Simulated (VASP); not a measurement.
The system is MoS2.

```
CELL_PARAMETERS angstrom
3.16100 0.00000 0.00000
-1.58050 2.73751 0.00000
0.00000 0.00000 13.77040
ATOMIC_POSITIONS crystal
Mo 0.33333 0.66667 0.25000
Mo 0.66667 0.33333 0.75000
S 0.66667 0.33333 0.36365
S 0.66667 0.33333 0.13635
S 0.33333 0.66667 0.86365
S 0.33333 0.66667 0.63635
```

The cell was built by a generator and needn't be a form met in nature.

Base run:

| Quantity | Value |
| --- | --- |
| Program | VASP 6.6.1 |
| Functional | rev-vdW-DF2 |
| Potentials or basis | VASP PAW PBE potentials, release 64 (Mo_sv, S) |
| Cutoff | 520 eV |
| k mesh | 8 × 8 × 2 |
| Occupations | fermi-dirac, width 0.05 eV |
| Spin | no spin polarisation |

Its results: band gap on the k mesh 1.47 eV, indirect (least direct gap 2.02 eV); pressure 0.3 GPa; largest force 0.189 eV/Å.

Task: After a change of settings the same cell gave: band gap on the k mesh 1.52 eV, indirect (least direct gap 2.02 eV); pressure -1.3 GPa; largest force 0.059 eV/Å. Which change was it?
A. functional from rev-vdW-DF2 to vdW-DF
B. functional from rev-vdW-DF2 to optB88-vdW
C. functional from rev-vdW-DF2 to PBE
D. functional from rev-vdW-DF2 to PBE; dispersion from none to D3(BJ)

Result: D.

Caveats: the PAW data sets were made with another functional, which shifts forces and pressure a little (some runs).

Not every run made on this cell is shown here.
